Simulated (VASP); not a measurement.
Method: LDA (Ceperley-Alder, Perdew-Zunger), VASP's LDA PAW potentials (set 64) (plane waves; VASP).

A VASP calculation is set up with these files.

File POSCAR:
```
AuZn
1.0
  3.0019487546   0.0000000000   0.0000000000
  0.0000000000   3.0019487546   0.0000000000
  0.0000000000   0.0000000000   3.0019487546
Zn Au
1 1
Cartesian
  1.5009743773   1.5009743773   1.5009743773
  0.0000000000   0.0000000000   0.0000000000
```

File KPOINTS:
```
Automatic mesh
0
Gamma
12 12 12
0 0 0
```

INCAR:
```
SYSTEM = AuZn
PREC = Accurate; ENCUT = 500; LREAL = F
LASPH = T
EDIFF = 1E-6; NELM = 100; ALGO = Normal
LMAXMIX = 6
ISMEAR = 1; SIGMA = 0.1
IBRION = 2; NSW = 40; ISIF = 3
EDIFFG = -0.02; PSTRESS = 300
LWAVE = F; LCHARG = F
```

POTCAR, in this order: Zn Au (LDA.64 set). Program: vasp_std.

Energy and stress use the plane-wave basis of the starting cell. Unless said otherwise, spin-orbit coupling is left out, though it shifts the bands of the heavy elements here.

**Question.** Estimate the energy per atom (σ→0), volume per atom, band gap (on the k-mesh).

**Answer.** 
* **energy per atom (σ→0)**: -3.230 eV/atom
* **band gap (on the k-mesh)**: none (metal, semimetal or under 0.01 eV)
* **volume per atom**: 13.05 Å³/atom

**OSZICAR**
```
...
       N       E                     dE             d eps       ncg     rms          rms(c)
DAV:   1    -0.646042704239E+01    0.39596E-02   -0.30326E-03  2632   0.116E+00    0.955E-02
DAV:   2    -0.646024056380E+01    0.18648E-03   -0.55057E-04  2954   0.662E-01    0.385E-02
DAV:   3    -0.646022511011E+01    0.15454E-04   -0.35546E-05  2583   0.751E-02    0.232E-02
DAV:   4    -0.646022205191E+01    0.30582E-05   -0.14030E-06  1645   0.532E-02    0.127E-02
DAV:   5    -0.646022064985E+01    0.14021E-05   -0.15680E-06  1701   0.247E-02    0.121E-03
DAV:   6    -0.646022068063E+01   -0.30780E-07   -0.57057E-07  1295   0.148E-02
   4 F= -.15712825E+01 E0= -.15710791E+01  d E =-.309788E-01
```

The compound is AuZn in the CsCl type structure. This run relaxes it under an external pressure of 30 GPa. Symmetry was kept, so distortions that lower it aren't found. The electron count is odd and the run is not spin-polarised, which forces a metal.
